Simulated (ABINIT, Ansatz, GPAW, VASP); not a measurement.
## NiSi₂ (Fm-3m, 3 atoms in the cell) computed with different codes at matched settings

Self-consistent single point, at a second geometry (lattice scaled by 0.98). First geometry:

```xyz
3
Lattice="0.0000 2.7050 2.7050 2.7050 0.0000 2.7050 2.7050 2.7050 0.0000" Properties=species:S:1:pos:R:3 pbc="T T T"
Si     1.3525     1.3525     1.3525
Si     4.0575     4.0575     4.0575
Ni     0.0000     0.0000     0.0000
```

Shared settings, as Ansatz (a program for electronic structure) writes them: kpoints.mp_grid.grid = 11 11 11; scf.occupations.method = fermi_dirac; scf.occupations.width = 0.136 eV. Potentials and cutoffs stand in the table.

```
code                                                                       model  ΔF from the first geometry (meV/atom)  pressure (GPa)   cutoff
------  ------------------------------------------------------------------------  -------------------------------------  --------------  -------
Ansatz                                                    PBE, default PAW files                                   39.8           13.97  default
VASP                                     PBE, VASP's PBE PAW potentials (set 64)                                   40.2           13.45   300 eV
ABINIT  PBE, norm-conserving pseudopotentials (PseudoDojo nc-sr-05 PBE standard)                                   40.2           14.09  1333 eV
GPAW                                PBE, GPAW PAW datasets PBE (gpaw-data 1.0.1)                                   46.8           15.68   800 eV
```

For VASP (by 0.6 GPa) the energy change implies a higher mean pressure, against the two pressures, than for the other programs: a sign of finite-basis (Pulay) stress.

On Ansatz's run: spin polarisation is off.

The spread over the programs that give each value: ΔF from the first geometry within 7.0 meV/atom; pressure within 2.23 GPa.

Ansatz's pressure is given at a fixed set of plane waves, as the other plane-wave codes print theirs; with its correction for the finite basis it is 14.03 GPa. In the pressure, GPAW (by 1.65) lies more than 1 GPa from the median of the plane-wave programs.

VASP's run is marked for a possible Pulay error in its stress at this cutoff; no cutoff test was made.

The starting cell has typed, rounded lattice constants, without a prior relaxation at this level. For this run, on top of that: lattice scaled by 0.98.

Left out of this page: Quantum ESPRESSO, CP2K, Elk, FLEUR and SIESTA (not drawn, or without a comparable value).

Keys are those of Ansatz 0.2.
